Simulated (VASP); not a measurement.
Crystal: ZnSe.

```
CELL_PARAMETERS angstrom
0.00000 2.83380 2.83380
2.83380 0.00000 2.83380
2.83380 2.83380 0.00000
ATOMIC_POSITIONS crystal
Zn 0.00000 0.00000 0.00000
Se 0.25000 0.25000 0.25000
```

```yaml
Program: VASP 6.6.1
Task: relaxation of cell and atoms
Functional: PBE
Potentials_or_basis: VASP PAW PBE potentials, release 64 (Zn, Se)
Cutoff: 520 eV
k_mesh: 10 × 10 × 10
Occupations: gaussian, width 0.02 eV
Spin: no spin polarisation
```

At the start: pressure 2.4 GPa; volume 22.76 Å³/atom.

Problem. How do energy, volume and symmetry change on relaxing?

Solution. Over 3 steps the energy falls by 6.2 meV/atom and the volume is 23.63 Å³/atom (+3.8 %); space group F-43m (No. 216, to 0.05 Å).

Step by step:
```tsv
step	energy change (eV)	largest force (eV/Å)	pressure (GPa)	volume (Å³)
1	0.0000	0.0000	2.36	45.51
2	-0.0115	0.0000	-0.56	47.76
3	-0.0124	0.0000	0.01	47.26
```

Final structure:
```cif
data_structure
_symmetry_space_group_name_H-M 'P 1'
_symmetry_Int_Tables_number 1
_cell_length_a 4.0583
_cell_length_b 4.0583
_cell_length_c 4.0583
_cell_angle_alpha 60.000
_cell_angle_beta 60.000
_cell_angle_gamma 60.000
_cell_volume 47.26
loop_
_atom_site_label
_atom_site_type_symbol
_atom_site_fract_x
_atom_site_fract_y
_atom_site_fract_z
_atom_site_occupancy
Zn1 Zn 0.00000 0.00000 0.00000 1
Se1 Se 0.25000 0.25000 0.25000 1
```
